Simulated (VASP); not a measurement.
Here is the system:

```xyz
3
Lattice="2.1041 -3.6445 0.0000 2.1041 3.6445 0.0000 0.0000 0.0000 7.5570" Properties=species:S:1:pos:R:3 pbc="T T T"
Mg     0.0000     0.0000     0.0000
I      2.1041     1.2148     1.6698
I      2.1041    -1.2148     5.8872
```

The numbers are results of PBE GGA, VASP's PBE PAW potentials (set 64) (plane waves; VASP 6.6.1), not measurements. Numerical set-up: 530 eV cut-off, 6×6×3 Γ-centred mesh, Gaussian smearing of 0.050 eV, potentials Mg I.

Tensors are in the Cartesian frame of the cell as typed. Without a dispersion term in the relaxation, distances and binding between the weakly bound layers, chains or molecules are unreliable, and so is what depends on them.

### Question
Give the elastic stiffness tensor with the ions relaxed (GPa, in the frame of the cell).

### Answer

```csv
,xx,yy,zz,yz,xz,xy
xx,38.2,10.8,1.1,0.1,0.0,0.0
yy,10.8,38.2,1.1,-0.1,0.0,0.0
zz,1.1,1.1,3.7,0.0,0.0,0.0
yz,0.1,-0.1,0.0,0.5,0.0,0.0
xz,0.0,0.0,0.0,0.0,0.5,0.1
xy,0.0,0.0,0.0,0.0,0.1,13.7
```

### Question
Estimate the Hill bulk modulus, Hill shear modulus, Young's modulus, Poisson's ratio.

### Answer

- Hill bulk modulus: 7.6 GPa
- Hill shear modulus: 4.2 GPa
- Young's modulus: 10.7 GPa
- Poisson's ratio: 0.265

The compound is MgI2 in the 1T layered structure. It was relaxed first, which changed the volume by +13 %.
